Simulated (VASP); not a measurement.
All values below come from PBEsol GGA, VASP's PBE PAW potentials (set 64) (plane waves; VASP 6.6.1).

VASP ran on this input.

POSCAR:
```
PbO
1
    3.9897209467     0.0000000000     0.0000000000
    0.0000000000     3.9897209467     0.0000000000
    0.0000000000     0.0000000000     5.0319030167
Pb O
2 2
Direct
  0.5000000000   0.0000000000   0.7642971502
  0.0000000000   0.5000000000   0.2357028498
  0.5000000000   0.5000000000   0.0000000000
  0.0000000000   0.0000000000   0.0000000000
```

### KPOINTS
```
Automatic mesh
0
Gamma
6 6 4
0 0 0
```

INCAR:
```
ALGO = Normal
EDIFF = 1E-7
ENCUT = 600
GGA = PS
ISIF = 2
ISMEAR = 0
LASPH = .TRUE.
LCHARG = .FALSE.
LMAXMIX = 4
LREAL = .FALSE.
LWAVE = .FALSE.
NELM = 100
PREC = Accurate
SIGMA = 0.05
SYSTEM = PbO
```

POTCAR, in this order: Pb_d O (PBE.64 set). Program: vasp_std.

What VASP printed:

File OUTCAR:
```
 ion  position               nearest neighbor table
   1  0.500  0.000  0.764-   3 2.32   4 2.32   3 2.32   4 2.32   2 3.69   2 3.69   2 3.69   2 3.69
                             2 3.88   2 3.88   2 3.88   2 3.88
   2  0.000  0.500  0.236-   3 2.32   4 2.32   4 2.32   3 2.32   1 3.69   1 3.69   1 3.69   1 3.69
                             1 3.88   1 3.88   1 3.88   1 3.88
   3  0.500  0.500  0.000-   1 2.32   2 2.32   1 2.32   2 2.32
   4  0.000  0.000  0.000-   1 2.32   2 2.32   2 2.32   1 2.32
  LATTYP: Found a simple tetragonal cell.
 ALAT       =     3.9897209467
 C/A-ratio  =     1.2612167828
 Subroutine PRICEL returns:
 Original cell was already a primitive cell.
 Subroutine GETGRP returns: Found 16 space group operations
The static configuration has the point symmetry D_2d.
 The point group associated with its full space group is D_4h.
The dynamic configuration has the point symmetry D_2d.
 Subroutine INISYM returns: Found 16 space group operations
 Subroutine IBZKPT returns following result:
 Found     30 irreducible k-points:

 Following reciprocal coordinates:
            Coordinates               Weight
  0.000000  0.000000  0.000000      1.000000
  0.166667  0.000000  0.000000      4.000000
  0.333333  0.000000  0.000000      4.000000
...
```

### OSZICAR
```
       N       E                     dE             d eps       ncg     rms          rms(c)
DAV:   1     0.473148665920E+03    0.47315E+03   -0.22019E+04  1440   0.218E+03
DAV:   2     0.361799112464E+02   -0.43697E+03   -0.42916E+03  1528   0.523E+02
DAV:   3    -0.247587726460E+02   -0.60939E+02   -0.59051E+02  2000   0.201E+02
DAV:   4    -0.269165228606E+02   -0.21578E+01   -0.21566E+01  1584   0.417E+01
DAV:   5    -0.269851334846E+02   -0.68611E-01   -0.68603E-01  2016   0.737E+00    0.114E+01
DAV:   6    -0.231003669434E+02    0.38848E+01   -0.31351E+01  2280   0.439E+01    0.525E+00
DAV:   7    -0.229204412891E+02    0.17993E+00   -0.29806E+00  1872   0.131E+01    0.248E+00
DAV:   8    -0.229131263313E+02    0.73150E-02   -0.86319E-01  2000   0.667E+00    0.135E+00
DAV:   9    -0.228767227680E+02    0.36404E-01   -0.19891E-01  2288   0.386E+00    0.253E-01
DAV:  10    -0.228786136346E+02   -0.18909E-02   -0.17981E-02  1568   0.823E-01    0.627E-02
DAV:  11    -0.228786320496E+02   -0.18415E-04   -0.19469E-03  2536   0.355E-01    0.736E-02
DAV:  12    -0.228785762020E+02    0.55848E-04   -0.19629E-04  2000   0.158E-01    0.445E-02
DAV:  13    -0.228785583038E+02    0.17898E-04   -0.25673E-04  2296   0.138E-01    0.138E-02
DAV:  14    -0.228785552181E+02    0.30858E-05   -0.44485E-05  2152   0.714E-02    0.302E-03
DAV:  15    -0.228785550053E+02    0.21276E-06   -0.37320E-06  1968   0.224E-02    0.968E-04
DAV:  16    -0.228785551914E+02   -0.18610E-06   -0.33142E-07  1456   0.617E-03    0.417E-04
DAV:  17    -0.228785552153E+02   -0.23919E-07   -0.35785E-08   848   0.239E-03
   1 F= -.22878555E+02 E0= -.22878555E+02  d E =-.270196E-14
```

OUTCAR:
```
------------------------ aborting loop because EDIFF is reached ----------------------------------------
  FORCE on cell =-STRESS in cart. coord.  units (eV):
  Direction    XX          YY          ZZ          XY          YZ          ZX
  --------------------------------------------------------------------------------------
  Total       -0.0137979     -0.0137979     -0.0019130      0.0000000     -0.0000000      0.0000000
  in kB       -0.2759980     -0.2759980     -0.0382649      0.0000000     -0.0000000      0.0000000
  external PRESSURE =      -0.1967536 kB  Pullay stress =       0.0000000 kB
  volume of cell :       80.10
      direct lattice vectors                 reciprocal lattice vectors
     3.989720947  0.000000000  0.000000000     0.250644096  0.000000000  0.000000000
     0.000000000  3.989720947  0.000000000     0.000000000  0.250644096  0.000000000
     0.000000000  0.000000000  5.031903017     0.000000000  0.000000000  0.198731970
 POSITION                                       TOTAL-FORCE (eV/Angst)
 -----------------------------------------------------------------------------------
      1.99486      0.00000      3.84587        -0.000000      0.000000      0.015650
      0.00000      1.99486      1.18603        -0.000000      0.000000     -0.015650
      1.99486      1.99486      0.00000         0.000000     -0.000000      0.000000
      0.00000      0.00000      0.00000        -0.000000      0.000000      0.000000
 -----------------------------------------------------------------------------------
    total drift:                                0.000000     -0.000000      0.000000
  FREE ENERGIE OF THE ION-ELECTRON SYSTEM (eV)
  ---------------------------------------------------
  free  energy   TOTEN  =       -22.8785552153 eV

  energy  without entropy=      -22.8785552153  energy(sigma->0) =      -22.87855522
```
(Selected blocks of OUTCAR.)

### OUTCAR
```
 val. band max:        4.8615497910   @ k =   0.0000   0.0000   0.0000

 cond. band min:       6.0667089521   @ k =   0.5000   0.5000   0.0000


 Fermi energy:         5.1158691705

 k-point     1 :       0.0000    0.0000    0.0000
  band No.  band energies     occupation
      1     -13.4104      2.00000
      2     -12.8687      2.00000
      3     -11.0524      2.00000
      4     -11.0524      2.00000
      5     -10.9884      2.00000
      6     -10.9706      2.00000
      7     -10.8891      2.00000
      8     -10.8228      2.00000
      9     -10.8228      2.00000
     10     -10.8190      2.00000
     11     -10.7883      2.00000
     12      -9.4357      2.00000
     13      -2.3232      2.00000
     14      -1.7706      2.00000
     15       0.5997      2.00000
     16       0.5997      2.00000
     17       3.1964      2.00000
     18       3.2254      2.00000
     19       3.2254      2.00000
     20       4.8615      2.00000
     21       7.1618      0.00000
     22      10.2397      0.00000
     23      10.5064      0.00000
     24      10.5064      0.00000

 k-point     2 :       0.1667    0.0000    0.0000
  band No.  band energies     occupation
      1     -13.3512      2.00000
      2     -12.8879      2.00000
      3     -11.0394      2.00000
      4     -11.0358      2.00000
      5     -10.9684      2.00000
      6     -10.9543      2.00000
      7     -10.8992      2.00000
      8     -10.8371      2.00000
      9     -10.8280      2.00000
     10     -10.7998      2.00000
     11     -10.7400      2.00000
     12      -9.5116      2.00000
     13      -2.4369      2.00000
     14      -1.7777      2.00000
     15       0.7010      2.00000
     16       0.7666      2.00000
     17       2.6672      2.00000
     18       3.0374      2.00000
     19       3.1440      2.00000
     20       4.8563      2.00000
     21       7.8647      0.00000
     22       9.0095      0.00000
     23      10.6118      0.00000
     24      10.6501      0.00000
...
```

Without a dispersion term in the relaxation, distances and binding between the weakly bound layers, chains or molecules are unreliable, and so is what depends on them. Unless said otherwise, spin-orbit coupling is left out, though it shifts the bands of the heavy elements here.

The compound is PbO in the litharge structure. It was relaxed first.
